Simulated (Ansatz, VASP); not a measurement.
**AgB in two plane-wave programs**

Aim: how closely do two programs agree when they are given the same cell, functional and k mesh? The cell is taken from a series of runs on this material, whose earlier steps may have relaxed, scaled, displaced or heated it; both programs get it as it stands.

Main program and level: Ansatz 0.2.0; plane waves, with VASP 6.6.1 beside it; PBE.

**1. The structure**

It takes space group R-3m (No. 166, trigonal). Conventional cell: a = 2.642 Å, b = 2.642 Å, c = 23.412 Å, α = 90.00°, β = 90.00°, γ = 120.00°. Ag has 3 B at 2.43 Å and 9 Ag at 2.46 to 2.64 Å nearest. B has 3 Ag at 2.43 Å nearest. Farther neighbours are not listed.

**2. VASP: relaxation of cell and atoms, PBE**

The relaxed volume is the usual yardstick between codes: in a stiff, nearly cubic crystal its relative difference is about their pressure difference at one cell divided by the bulk modulus.

Lines of VASP's logs that name or quote its potential files are left out, and so is its time.

INCAR reads:

```
SYSTEM = AgB
PREC = Accurate
ENCUT = 500
EDIFF = 1E-07
NELM = 120
ISMEAR = -1
SIGMA = 0.05
LREAL = .FALSE.
ALGO = Normal
GGA = PE
NBANDS = 20
LASPH = .TRUE.
LORBIT = 11
LWAVE = .FALSE.
LCHARG = .FALSE.
ISIF = 3
IBRION = 2
NSW = 80
EDIFFG = -0.005
GGA_COMPAT = .FALSE.
NELMIN = 4
KPAR = 2
```

POSCAR reads:

```
AgB
1.0
    1.3210000000      0.7626800000      7.8040000000
   -1.3210000000      0.7626800000      7.8040000000
    0.0000000000     -1.5253590000      7.8040000000
Ag B
2 2
Direct
    0.1253333059      0.1253333059      0.1253333881
    0.8746664755      0.8746664755      0.8746670489
    0.6221665307      0.6221665307      0.6221669386
    0.3778332508      0.3778332508      0.3778334985
```

KPOINTS reads:

```
Automatic mesh
0
Gamma
12 12 12
0 0 0
```

PAW data sets: Ag and B (PBE family, release 64).

On the command line:

```console
$ mpirun -np 2 vasp_std
```

Numbers of over 12 decimals in the logs are rounded to 6 here.

Output:

```text
[banner, memory and clock lines left out]
running    2 mpi-ranks, on    1 nodes
 distrk:  each k-point on    1 cores,    2 groups
 distr:  one band on    1 cores,    1 groups

 POSCAR found type information on POSCAR AgB
 POSCAR found :  2 types and       4 ions
 LDA part: xc-table for (Slater+PW92), standard interpolation
 POSCAR, INCAR and KPOINTS ok, starting setup
 FFT: planning ... GRIDC
 FFT: planning ... GRID_SOFT
 FFT: planning ... GRID
 WAVECAR not read
 entering main loop
       N       E                     dE             d eps       ncg     rms          rms(c)
DAV:   1     0.150067286332E+03    0.15007E+03   -0.14125E+04  7560   0.133E+03
DAV:   2    -0.875654400363E+01   -0.15882E+03   -0.15293E+03  8444   0.287E+02
DAV:   3    -0.129812773040E+02   -0.42247E+01   -0.41645E+01  8480   0.477E+01
DAV:   4    -0.130048481226E+02   -0.23571E-01   -0.23549E-01  7868   0.350E+00
DAV:   5    -0.130049799206E+02   -0.13180E-03   -0.13180E-03  8196   0.288E-01    0.191E+01
DAV:   6    -0.117794976961E+02    0.12255E+01   -0.11644E+01  8888   0.352E+01    0.158E+01
DAV:   7    -0.114144645962E+02    0.36503E+00   -0.16486E+00  8032   0.114E+01    0.794E+00
DAV:   8    -0.113872607935E+02    0.27204E-01   -0.12651E-01  8352   0.241E+00    0.854E-01
DAV:   9    -0.113767780054E+02    0.10483E-01   -0.66603E-02  8380   0.228E+00    0.186E-01
DAV:  10    -0.113761685058E+02    0.60950E-03   -0.58607E-03  8216   0.806E-01    0.435E-02
DAV:  11    -0.113761895676E+02   -0.21062E-04   -0.30429E-04  7904   0.137E-01    0.257E-02
DAV:  12    -0.113761874765E+02    0.20911E-05   -0.38501E-05  8520   0.514E-02    0.652E-03
DAV:  13    -0.113761871133E+02    0.36317E-06   -0.43996E-06  8200   0.185E-02    0.217E-03
DAV:  14    -0.113761869527E+02    0.16061E-06   -0.58566E-07  7664   0.507E-03    0.637E-04
DAV:  15    -0.113761868836E+02    0.69135E-07   -0.64111E-08  3780   0.179E-03
   1 F= -.11376187E+02 E0= -.11368978E+02  d E =-.113762E+02
[... from here on, the cycles between the ionic steps are left out ...]
   2 F= -.12640924E+02 E0= -.12635143E+02  d E =-.126474E+01
   3 F= -.12985351E+02 E0= -.12979229E+02  d E =-.160916E+01
  15 F= -.17314292E+02 E0= -.17307485E+02  d E =-.419712E+00
  16 F= -.17338338E+02 E0= -.17331335E+02  d E =-.240454E-01
  17 F= -.17339229E+02 E0= -.17332144E+02  d E =-.249365E-01
  18 F= -.17344030E+02 E0= -.17336850E+02  d E =-.480117E-02
  19 F= -.17345797E+02 E0= -.17338561E+02  d E =-.656814E-02
  20 F= -.17345795E+02 E0= -.17338561E+02  d E =-.656675E-02
  21 F= -.17345840E+02 E0= -.17338603E+02  d E =-.445497E-04
  22 F= -.17345854E+02 E0= -.17338615E+02  d E =-.588391E-04
  23 F= -.17345855E+02 E0= -.17338616E+02  d E =-.591522E-04
 curvature:  -0.99 expect dE=-0.862E-05 dE for cont linesearch -0.352E-08
 trial: gam= 0.05274 g(F)=  0.352E-05 g(S)=  0.516E-05 ort = 0.500E-06 (trialstep = 0.110E+01)
 search vector abs. value=  0.893E-05
 bond charge predicted
       N       E                     dE             d eps       ncg     rms          rms(c)
DAV:   1    -0.173459099543E+02   -0.55384E-04   -0.13881E-03  7568   0.330E-01    0.478E-02
DAV:   2    -0.173458633787E+02    0.46576E-04   -0.19462E-04  8764   0.167E-01    0.229E-02
DAV:   3    -0.173458601661E+02    0.32126E-05   -0.10099E-05  8300   0.301E-02    0.117E-02
DAV:   4    -0.173458601804E+02   -0.14367E-07   -0.16249E-06  8208   0.127E-02    0.812E-03
DAV:   5    -0.173458608713E+02   -0.69091E-06   -0.41074E-07  8228   0.494E-03    0.601E-04
DAV:   6    -0.173458608785E+02   -0.71323E-08   -0.28446E-08  4092   0.130E-03
  24 F= -.17345861E+02 E0= -.17338625E+02  d E =-.629453E-05
 trial-energy change:   -0.000006  1 .order   -0.000005   -0.000010   -0.000001
 step:   1.1804(harm=  1.2413)  dis= 0.00034  next Energy=   -17.345861 (dE=-0.634E-05)
 reached required accuracy - stopping structural energy minimisation
```

From OUTCAR (step 2):

```text
ion  position               nearest neighbor table
   1  0.125  0.125  0.125-   4 2.43   4 2.43   4 2.43   2 2.46   2 2.46   2 2.46
   2  0.875  0.875  0.875-   3 2.43   3 2.43   3 2.43   1 2.46   1 2.46   1 2.46
   3  0.622  0.622  0.622-   2 2.43   2 2.43   2 2.43
   4  0.378  0.378  0.378-   1 2.43   1 2.43   1 2.43

  LATTYP: Found a trigonal (rhomboedric) cell.
 ALAT       =     7.9516751557
 COS(alpha) =     0.9448026318

 Subroutine GETGRP returns: Found 12 space group operations
 (whereof 12 operations were pure point group operations)

The static configuration has the point symmetry D_3d.

 Found    189 irreducible k-points:

   k-points           NKPTS =    189   k-points in BZ     NKDIM =    189   number of bands    NBANDS=     20

   dimension x,y,z NGX =    60 NGY =   60 NGZ =   60
   dimension x,y,z NGXF=   120 NGYF=  120 NGZF=  120

   ENCUT  =  500.0 eV  36.75 Ry    6.06 a.u.  14.50 14.50 14.50*2*pi/ulx,y,z

   NELECT =      28.0000    total number of electrons

 k-points in reciprocal lattice and weights: Automatic mesh
   0.00000000  0.00000000  0.00000000       0.001
   0.08333333 -0.00000000  0.00000000       0.003
   0.16666667 -0.00000000  0.00000000       0.003
   0.25000000  0.00000000  0.00000000       0.003
   0.33333333 -0.00000000  0.00000000       0.003
   0.41666667 -0.00000000  0.00000000       0.003
   0.50000000  0.00000000  0.00000000       0.002
   0.08333333  0.08333333  0.00000000       0.003
   0.16666667  0.08333333  0.00000000       0.007
[...]
-0.41666667  0.50000000  0.41666667       0.003
   0.50000000  0.50000000  0.50000000       0.001

 average (electrostatic) potential at core
       1 -71.8276       2 -71.8276       3 -24.3012       4 -24.3012

 E-fermi :   7.2384

 k-point     1 :       0.0000    0.0000    0.0000
  band No.  band energies     occupation
    ...
      9       3.1972      2.00000
     10       3.4286      2.00000
     11       3.4286      2.00000
     12       3.8194      2.00000
     13       3.8194      2.00000
     14       8.4632      0.00000
     15       8.4632      0.00000
     16      13.3018      0.00000
     17      14.5684      0.00000
     18      15.5185      0.00000
    ...

 k-point     2 :       0.0833   -0.0000    0.0000
  band No.  band energies     occupation
    ...
      9       2.9792      2.00000
     10       3.3977      2.00000
     11       3.5155      2.00000
     12       3.8123      2.00000
     13       4.0920      2.00000
     14       8.0177      0.00000
     15       8.2474      0.00000
     16      13.2667      0.00000
     17      14.7666      0.00000
     18      15.5148      0.00000
    ...

 k-point     3 :       0.1667   -0.0000    0.0000
  band No.  band energies     occupation
    ...
     10       3.3540      2.00000
     11       3.7306      2.00000
     12       3.7873      2.00000
     13       4.6131      2.00000
     14       6.9779      1.98913
     15       7.7624      0.00006
     16      13.2622      0.00000
     17      15.0062      0.00000
     18      15.5005      0.00000
     19      15.6728      0.00000
    ...

  Total        0.0062260      0.0062260     -0.0033113      0.0000000     -0.0000000      0.0000000
  in kB        0.2001036      0.2001035     -0.1064230      0.0000000     -0.0000000      0.0000000
  external PRESSURE =       0.0979280 kB  Pullay stress =       0.0000000 kB

  energy-cutoff  :      500.00
  volume of cell :       49.85
      direct lattice vectors                 reciprocal lattice vectors
     1.502917350  0.867709988  6.370998720     0.332686292  0.192076532  0.052320411
    -1.502917350  0.867709988  6.370998720    -0.332686292  0.192076532  0.052320411
     0.000000000 -1.735419061  6.370998740     0.000000000 -0.384153064  0.052320439

 POSITION                                       TOTAL-FORCE (eV/Angst)
 -----------------------------------------------------------------------------------
      0.00000     -0.00000      2.01613        -0.000000     -0.000000     -0.000882
      0.00000     -0.00000     17.09687         0.000000      0.000000      0.000882
      0.00000     -0.00000     12.74143        -0.000000     -0.000000     -0.001861
      0.00000     -0.00000      6.37157         0.000000      0.000000      0.001861
 -----------------------------------------------------------------------------------
    total drift:                               -0.000000      0.000376      0.000000

  FREE ENERGIE OF THE ION-ELECTRON SYSTEM (eV)
  ---------------------------------------------------
  free  energy   TOTEN  =       -17.3458608785 eV

  energy  without entropy=      -17.3313883274  energy(sigma->0) =      -17.33862460

 reached required accuracy - stopping structural energy minimisation

 total charge
# of ion       s       p       d       tot
------------------------------------------
    1        0.360   0.297   9.164   9.821
    2        0.360   0.297   9.164   9.821
    3        0.721   1.162   0.000   1.883
    4        0.721   1.162   0.000   1.883
--------------------------------------------------
tot          2.163   2.918  18.327  23.408

[... 3 further parts left out ...]
```

CONTCAR:

```
AgB
   1.00000000000000
     1.5029173499591437    0.8677099877229645    6.3709987199263072
    -1.5029173499591437    0.8677099877229645    6.3709987199263072
     0.0000000000000000   -1.7354190605424906    6.3709987403536266
  Ag              B
     2     2
Direct
     0.1054847829891900    0.1054847829891900    0.1054848649245489
     0.8945149984108096    0.8945149984108096    0.8945155720754552
     0.6666366777015217    0.6666366777015217    0.6666370858846347
     0.3333631037984797    0.3333631037984797    0.3333633512153710
```

The run keeps the 12 symmetry operations of its start, so it cannot find a distortion of lower symmetry.

**3. Ansatz: relaxation of cell and atoms, PBE**

Ansatz runs on its PAW soft_1 files.

The same cell, functional, mesh and smearing now go to Ansatz, which takes its cutoff from its data sets.

input.yaml reads:

```yaml
crystal:
  lattice:
    - [1.321, 0.762679706, 7.804]
    - [-1.321, 0.762679706, 7.804]
    - [0.0, -1.525359411, 7.804]
  atoms:
    - { symbol: Ag, position: [0.12533334, 0.12533334, 0.12533334] }
    - { symbol: Ag, position: [0.87466666, 0.87466666, 0.87466666] }
    - { symbol: B, position: [0.622166673, 0.622166673, 0.622166673] }
    - { symbol: B, position: [0.377833327, 0.377833327, 0.377833327] }
kpoints:
  mp_grid: { grid: [12, 12, 12] }
scf:
  occupations: { method: fermi_dirac, width: 0.05 }
hamiltonian:
  xc: pbe
  pseudopotentials: { kind: paw, azcp: { folder: soft_1 } }
relax:
  f_tol: 0.015
  max_steps: 70
  cell: {}
output:
  forces: true
  stress: true
```

On the command line:

```console
$ ansatz run input.yaml --threads 4 --pin off --max-ram 10240MiB --backend cpu --events-out ev --progress --plain --runs-dir out
```

Output:

```text
basis.fft_grid_basis auto: the FFT boxes are laid along the combinations [[1, 0, -1], [0, 1, -1], [0, 0, 1]] of the cell's own vectors, 2.642, 2.642 and 7.952 Å long. The dense box has 18×18×54 points. Along the cell's own vectors, as sized, it would have 54×54×54, 9.00 times as many. Of the 12 symmetry operations that the crystal satisfies within crystal.symmetry.tolerance (time reversal apart; of a slab, those that [...]
Engine: ansatz 0.2.0, x86_64-unknown-linux-gnu
Pseudopotentials: kind: paw
Pseudopotential: Ag, paw, valence charge 19, recommended cutoff 420 eV (normal), soft_1/Ag.paw.azcp
Pseudopotential: B, paw, valence charge 3, recommended cutoff 420 eV (normal), soft_1/B.paw.azcp
Functional definition: PBE
  parameter kappa = 0.804
  parameter beta = 0.066725
  exchange = pbe_x(kappa = kappa, mu = beta*pi^2/3)
  correlation = pbe_c(beta = beta)
Crystal: 4 atoms, lattice volume = 47.175 Å³
Basis set: ecut = 420 eV, 951 PW (Γ), FFT grids on a1−a3, a2−a3, a3, exchange–correlation on 36×36×108 points (8 copies of the dense FFT grid, shifted against one another)
Bands: 27, of which v1, the nominal top of the filled ones, is band 22 counted from 1 (21 counted from 0)
Symmetry: 12 space group operations
Space group: R-3m (ITA 166), of the structure as read, at distance tolerance 3.6e-5 Å
k-points: 189 of 1728
Non-local potential: Ag, projectors of the file, l = 0: 3, l = 1: 2, l = 2: 2, l = 3: 1
Non-local potential: B, projectors of the file, l = 0: 2, l = 1: 2, l = 2: 1
PAW form: soft (Blöchl's): semilocal exchange-correlation on the pseudo side does not see the compensation charge
PAW one-centre angular grid: Ag, 590 points (default); XC on 64 Gauss nodes
PAW one-centre angular grid: B, 110 points (default); XC on 64 Gauss nodes
Initial density: superposition of atomic densities (chi_scale 0.1, normalization cell, long waves kept (reshape's long-wave potential 0.16 eV rms))
Initial wavefunctions: pseudopotential atomic-orbital guess
Functional: x = pbe(κ = 0.804, μ = 0.219515), c = pbe(β = 0.066725)
SCF iter   1: F=—  HF=-15486.679740 eV  |F-HF|=—  |Δ(HF+E_count)|=         —  Δρ=9.11e-2  dr2=6.83e0  ethr=3.10e-3  ⟨swp⟩=4.9  Hψ=18412  notcnv=0
preconditioner: auto → none  [metal: Δε(μ)=0.009 eV  Ē_g=8.133 eV  σ=0.050 eV  W_gap=0.04  n_scr=6 (ndim 8)  ℏωp=28.6 eV  f_vac=0.000  D(μ)=1.64/eV (n_scr^D=6)  sad-step TF]
SCF iter   2: F=—  HF=-15486.005410 eV  |F-HF|=—  |Δ(HF+E_count)|=   6.74e-1  Δρ=5.07e-2  dr2=2.99e0  ethr=3.10e-3  ⟨swp⟩=2.8  Hψ=9635  notcnv=0  defer=55
SCF iter   3: F=—  HF=-15485.670231 eV  |F-HF|=—  |Δ(HF+E_count)|=   3.35e-1  Δρ=2.02e-2  dr2=4.81e-1  ethr=3.10e-3  ⟨swp⟩=2.5  Hψ=7341  notcnv=0  defer=73
SCF iter   4: F=—  HF=-15485.561894 eV  |F-HF|=—  |Δ(HF+E_count)|=   1.08e-1  Δρ=3.92e-3  dr2=3.41e-2  ethr=1.09e-3  ⟨swp⟩=2.1  Hψ=9790  notcnv=0  defer=80
SCF iter   5: F=—  HF=-15485.558791 eV  |F-HF|=—  |Δ(HF+E_count)|=   3.10e-3  Δρ=1.07e-3  dr2=8.34e-4  ethr=7.76e-5  ⟨swp⟩=2.7  Hψ=7467  notcnv=0  defer=80
SCF iter   6: F=—  HF=-15485.558840 eV  |F-HF|=—  |Δ(HF+E_count)|=   4.83e-5  Δρ=4.60e-4  dr2=6.62e-5  ethr=1.90e-6  ⟨swp⟩=2.0  Hψ=7564  notcnv=0  defer=80
SCF iter   7: F=—  HF=-15485.558898 eV  |F-HF|=—  |Δ(HF+E_count)|=   5.86e-5  Δρ=8.36e-5  dr2=2.41e-6  ethr=1.50e-7  ⟨swp⟩=2.2  Hψ=7918  notcnv=0  defer=80
SCF iter   8: F=-15485.558899 eV  HF=-15485.558899 eV  |F-HF|=5.17e-9  |Δ(HF+E_count)|=   5.42e-7  Δρ=7.70e-6  dr2=1.84e-8  ethr=2.27e-10  ⟨swp⟩=3.0  Hψ=21368  notcnv=0
SCF 1 converged in 8 iterations: F = -15485.558899 eV  dr2 = 1.84e-8
  greatest PAW one-centre occupation: 1.001 electrons in one spin orbital (limit 2), on the Ag atom at site 1 (counted from 0), in its partial waves of l = 0
relax step   1: F+E_penalty+E_count = -15485.55889868 eV  Δ(F+E_penalty+E_count) = +0.000e0 eV  max|allowed force component| = 6.042e0 eV/Å  Δτ_max = 0.0000 Å  P = +31.247 GPa  Ω = 47.175 Å³  (8 SCF iters, dr2 threshold 1.00e-7 eV, accepted)
[...]
relax step  10: F+E_penalty+E_count = -15491.55614618 eV  Δ(F+E_penalty+E_count) = -2.630e-2 eV  max|allowed force component| = 7.725e-3 eV/Å  Δτ_max = 0.0000 Å  P = +0.725 GPa  Ω = 49.772 Å³  stress off target by 1.14e0 GPa  SCF on the basis re-selected at this cell (its energy is not comparable with the rows above)  (7 SCF iters)
[...]
relax step  11: F+E_penalty+E_count = -15491.55760255 eV  Δ(F+E_penalty+E_count) = -1.456e-3 eV  max|allowed force component| = 1.999e-3 eV/Å  Δτ_max = 0.0006 Å  P = +0.116 GPa  Ω = 49.910 Å³  energy of the carried Pulay correction = -1.064e-4 eV  (5 SCF iters, dr2 threshold 4.00e-7 eV, accepted)
[...]
relax step  12: F+E_penalty+E_count = -15491.55765338 eV  Δ(F+E_penalty+E_count) = -5.083e-5 eV  max|allowed force component| = 6.627e-4 eV/Å  Δτ_max = 0.0007 Å  P = -0.014 GPa  Ω = 49.936 Å³  energy of the carried Pulay correction = -1.260e-4 eV  (5 SCF iters, dr2 threshold 1.03e-7 eV, accepted)
[...]
relax step  13: F+E_penalty+E_count = -15491.55781398 eV  Δ(F+E_penalty+E_count) = -1.606e-4 eV  max|allowed force component| = 7.181e-4 eV/Å  Δτ_max = 0.0000 Å  P = -0.014 GPa  Ω = 49.936 Å³  stress off target by 3.60e-2 GPa  SCF on the basis re-selected at this cell (its energy is not comparable with the rows above)  (5 SCF iters)
basis re-selected at this cell: Δ(F+E_penalty+E_count) = -1.606e-4 eV, ΔP = -0.001 GPa vs the last step (what re-selecting the basis moved, of the pressure what is left beyond the Pulay correction that the steps carried, after the strain that the cell walked since its last selection, with what the two solves' SCF thresholds leave and, on support functions, any second-order correction that the steps lacked; it is no m [...]
SCF converged after 5 iterations
Free energy (F): -15491.557814 eV
Harris-Foulkes:  -15491.557814 eV  (|F-HF|=1.82e-12)
Internal energy: -15491.543350 eV  (E = F + TS)
E sigma→0 (E₀):  -15491.550582 eV
Entropy (-TS):   -0.014464 eV (-3.616 meV/atom)
Fermi energy:    14.161906 eV
--- Per-component energies (eV) ---
  E_band       = -529.884947
  E_kinetic    = 1027.892701
  E_local      = -5145.463724  (includes V_loc(G=0)·N_el)
  E_nonlocal   = 81.617520
  E_hartree    = 2493.622352
  E_xc         = -381.698506
  E_vxc        = -477.162360  (∫ρ·V_xc dr)
  E_paw        = -8066.586518  (= ΣΔE_a)
  E_vpaw       = -1004.014747  (= ΣTr[D̂ρ^β])
  E_aug_tail   = 0.000801  (compensation charges beyond the density's cutoff)
  E_ewald      = -5500.927976
  E_smearing   = -0.014464  (= −TS)
  E_closure    = 0.000000  (closes the sum)
  Σ components = -15491.557814   (vs F -15491.557814, Δ=0.00e0)
--- Forces (eV/Å), atoms counted from 1 ---
  atom   1  Ag     0.00000000    -0.00000000    -0.00071807
  atom   2  Ag    -0.00000000     0.00000000     0.00071807
  atom   3  B      0.00000000     0.00000000     0.00020449
  atom   4  B      0.00000000    -0.00000000    -0.00020449
  max |Σ_I F_I| component: 4.63e-18 eV/Å
--- Stress (GPa, compression-positive) ---
       -0.003357       0.000000       0.000000
        0.000000      -0.003357      -0.000000
        0.000000      -0.000000      -0.035982
  P = ⅓ Tr σ = -0.0142 GPa (-0.142 kbar)
--- Relaxed structure (11 steps of the walk, 11 accepted, 2 SCFs on fresh bases) ---
  F+E_penalty+E_count = -15491.55781398 eV   max|allowed force component| = 7.181e-4 eV/Å   (the final SCF, on the basis selected at the relaxed cell)
  cell:  # Å, volume = 49.9359 Å³
    - [1.503903, 0.868279, 6.373564]
    - [-1.503903, 0.868279, 6.373564]
    - [0, -1.736558, 6.373564]
  atoms:
    - { symbol: Ag, position: [0.105469, 0.105469, 0.105469] }
    - { symbol: Ag, position: [0.894531, 0.894531, 0.894531] }
    - { symbol: B, position: [0.666627, 0.666627, 0.666627] }
    - { symbol: B, position: [0.333373, 0.333373, 0.333373] }
```

The column dr2 measures how far the density is from self-consistency, as an energy; F and HF (Harris–Foulkes) agree once it is small.

**4. Comparison**

Known differences besides the potentials themselves: VASP's second relaxation, with the basis of the relaxed cell, did not converge, so the first is compared; the data sets hold 44 valence electrons in Ansatz (on its PAW soft_1 files) and 28 in VASP; the cutoff is 420 eV in Ansatz and 500 eV in VASP; Ansatz adds a Pulay correction to the stress that steers its cell, VASP none. Total energies have different zeros and are not compared.

The two programs side by side:

```csv
quantity,Ansatz,VASP,difference
volume (Å³),49.94,49.85,+0.17 %
"edge a after relaxation, in the typed setting (Å)",6.606,6.603,+0.04 %
```

**5. Summary of results**

| Property | Result |
| --- | --- |
| difference in volume (relaxation of cell and atoms, PBE) | 0.17 % |

**Reading.** The difference in volume is 0.17 % (relaxation of cell and atoms, PBE), within the 1.2 % picked in this series as the mark of a large difference, as far as the stopping tolerances let one tell. The data sets hold unlike numbers of valence electrons (44 in Ansatz and 28 in VASP), so part of the differences may come from the potentials. VASP runs on this material, other cells and data sets included, that failed, so that no pair exists: relaxation of cell and atoms, PBE (timeout). Such differences can come from data sets, numerical settings and the points named under the comparisons, not from the functional's error against experiment.

[Lines on the potential files, build, host, timing and source positions are cut from VASP's logs without a mark.]

[Logs are printed without paths, hosts, clocks, repeated set-up lines and the standing remarks that a program may print on its own settings, such as how far it seeks lower states.]

[Hosts, paths, dates, database ids (printed as entryN), source tags and the programs' standing remarks are cut or masked in the printed files.]
